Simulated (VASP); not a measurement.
```yaml
crystal:
  lattice:
    - [0.00000, 2.15708, 2.15708]
    - [2.15708, 0.00000, 2.15708]
    - [2.15708, 2.15708, 0.00000]
  atoms:
    - { symbol: Co, position: [0.00000, 0.00000, 0.00000], spin: 3.0 }
    - { symbol: O, position: [0.50000, 0.50000, 0.50000] }
```

Level of theory: PBE GGA, VASP's PBE PAW potentials (set 64) (plane waves; VASP). Settings: 400 eV cut-off, 13×13×13 Γ-centred mesh, Fermi-Dirac smearing of 0.10 eV, potentials Co O.

At this cut-off the stress carries a Pulay error, which pulls relaxed volumes low. The moments were started parallel, and other spin orders were not tried in this run.

What does the run give for the cell moment, energy per atom (σ→0), pressure, band gap (on the k-mesh) with the smallest direct gap where there is one?

The band gap (on the k-mesh) comes out as none (metal, semimetal or under 0.01 eV) and the cell moment comes out as 2.91 μB. The energy per atom (σ→0) comes out as -6.522 eV/atom and the pressure comes out as -13.26 GPa.

Give the moment on each site (PAW-sphere projection).

| site | moment (μB) |
|---|---|
| Co1 | 2.57 |
| O2 | 0.29 |

The absolute energy has meaning only against runs of the same code, potentials and settings.

The structure comes from a measured CoO entry of the Crystallography Open Database, whose conditions weren't checked. The cell was not relaxed at this level.
